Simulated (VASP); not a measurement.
The system is PtSe2.

```
Pt Se
1.0
     3.72400    0.00000    0.00000
    -1.86200    3.22508    0.00000
     0.00000    0.00000    4.80890
Pt Se
1 2
Direct
  0.00000 0.00000 0.00000
  0.33333 0.66667 0.26316
  0.66667 0.33333 0.73684
```

```yaml
Program: VASP 6.6.1
Task: relaxation of the atoms
Functional: PBE
Dispersion: D3(BJ)
Potentials_or_basis: VASP PAW PBE potentials, release 64 (Pt, Se)
Cutoff: 520 eV
k_mesh: 10 × 10 × 8
Occupations: gaussian, width 0.05 eV
Spin: no spin polarisation
```

At the start: pressure 4.9 GPa; volume 19.25 Å³/atom.

**Question.** Where does the relaxation end?

**Answer.** Over 3 steps the energy falls by 5.0 meV/atom; space group P-3m1 (No. 164, to 0.05 Å).

Step by step:
| step | energy change (eV) | largest force (eV/Å) | pressure (GPa) |
| --- | --- | --- | --- |
| 1 | 0.0000 | 0.4443 | 4.88 |
| 2 | -0.0130 | 0.1654 | 3.51 |
| 3 | -0.0151 | 0.0079 | 2.71 |

Final structure:
```
Pt Se
1.0
     3.72400    0.00000    0.00000
    -1.86200    3.22508    0.00000
     0.00000    0.00000    4.80890
Pt Se
1 2
Direct
  0.00000 0.00000 0.00000
  0.33333 0.66667 0.27042
  0.66667 0.33333 0.72958
```

Caveat: pairwise dispersion overbinds metals, which lowers pressure and volume.
